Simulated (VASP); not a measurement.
Input of a VASP 6.6.1 run:

File INCAR:

```
ALGO     = Normal         # electronic algorithm
EDIFF    = 1E-7           # SCF threshold, eV
ENCUT    = 520            # plane-wave cutoff, eV
GGA      = CA             # functional
ISIF     = 2              # what is computed and relaxed
ISMEAR   = 0              # smearing method
LASPH    = T              # aspherical terms in the spheres
LCHARG   = F              # write CHGCAR
LREAL    = F              # projectors in reciprocal space
LWAVE    = F              # write WAVECAR
NELM     = 80             # most SCF steps
PREC     = Accurate       # precision mode
SIGMA    = 0.02           # smearing width, eV
```

Contents of KPOINTS:

```
k-points
0
Gamma
  8 8 8
```

File POSCAR:

```
Sn                                      
1.0
    0.0000000000      3.2362635688      3.2362635688
    3.2362635688      0.0000000000      3.2362635688
    3.2362635688      3.2362635688      0.0000000000
  Sn            
     2
Direct
     0.0000000000000000    0.0000000000000000    0.0000000000000000
     0.2500000000000000    0.2500000000000000    0.2500000000000000
```

File KPOINTS_OPT:

```
path GXWKGLUWLK,UX
15
line-mode
reciprocal
 0.0000000000  0.0000000000  0.0000000000  G
 0.5000000000  0.0000000000  0.5000000000  X

 0.5000000000  0.0000000000  0.5000000000  X
 0.5000000000  0.2500000000  0.7500000000  W

 0.5000000000  0.2500000000  0.7500000000  W
 0.3750000000  0.3750000000  0.7500000000  K

 0.3750000000  0.3750000000  0.7500000000  K
 0.0000000000  0.0000000000  0.0000000000  G

 0.0000000000  0.0000000000  0.0000000000  G
 0.5000000000  0.5000000000  0.5000000000  L

 0.5000000000  0.5000000000  0.5000000000  L
 0.6250000000  0.2500000000  0.6250000000  U

 0.6250000000  0.2500000000  0.6250000000  U
 0.5000000000  0.2500000000  0.7500000000  W

 0.5000000000  0.2500000000  0.7500000000  W
 0.5000000000  0.5000000000  0.5000000000  L

 0.5000000000  0.5000000000  0.5000000000  L
 0.3750000000  0.3750000000  0.7500000000  K

 0.6250000000  0.2500000000  0.6250000000  U
 0.5000000000  0.0000000000  0.5000000000  X
```

Potentials or basis: VASP PAW LDA potentials, release 64 (Sn_d).

Command:

```console
$ cat potpaw_LDA.64/Sn_d/POTCAR > POTCAR
$ mpirun -np 1 vasp_std > vasp.out
```

Q: Estimate the band gap along the path.

A: None (metal or under the smearing width).

Q: Predict the pressure.

A: 0.0 GPa.

Levels at the corners of the path, in eV from the Fermi level:
```csv
point,band 10,band 11,band 12,band 13,band 14,band 15,band 16,band 17,band 18
Γ,-21.15,-10.61,-0.65,0.17,0.17,0.17,2.23,2.23,2.23
X,-21.08,-7.50,-7.50,-2.40,-2.40,0.84,0.84,7.79,7.79
X,-21.08,-7.50,-7.50,-2.40,-2.40,0.84,0.84,7.79,7.79
W,-21.06,-7.44,-7.44,-3.00,-3.00,3.48,3.48,4.08,4.08
W,-21.06,-7.44,-7.44,-3.00,-3.00,3.48,3.48,4.08,4.08
K,-21.06,-7.90,-7.01,-3.33,-2.04,1.12,3.41,5.80,6.09
K,-21.06,-7.90,-7.01,-3.33,-2.04,1.12,3.41,5.80,6.09
Γ,-21.15,-10.61,-0.65,0.17,0.17,0.17,2.23,2.23,2.23
Γ,-21.15,-10.61,-0.65,0.17,0.17,0.17,2.23,2.23,2.23
L,-21.10,-8.98,-6.28,-1.04,-1.04,0.00,3.31,3.31,5.61
L,-21.10,-8.98,-6.28,-1.04,-1.04,0.00,3.31,3.31,5.61
U,-21.06,-7.90,-7.01,-3.33,-2.04,1.12,3.41,5.80,6.09
U,-21.06,-7.90,-7.01,-3.33,-2.04,1.12,3.41,5.80,6.09
W,-21.06,-7.44,-7.44,-3.00,-3.00,3.48,3.48,4.08,4.08
W,-21.06,-7.44,-7.44,-3.00,-3.00,3.48,3.48,4.08,4.08
L,-21.10,-8.98,-6.28,-1.04,-1.04,0.00,3.31,3.31,5.61
L,-21.10,-8.98,-6.28,-1.04,-1.04,0.00,3.31,3.31,5.61
K,-21.06,-7.90,-7.01,-3.33,-2.04,1.12,3.41,5.80,6.09
U,-21.06,-7.90,-7.01,-3.33,-2.04,1.12,3.41,5.80,6.09
X,-21.08,-7.50,-7.50,-2.40,-2.40,0.84,0.84,7.79,7.79
```

Caveat: spin-orbit coupling is left out, which moves the levels of the heavy elements.
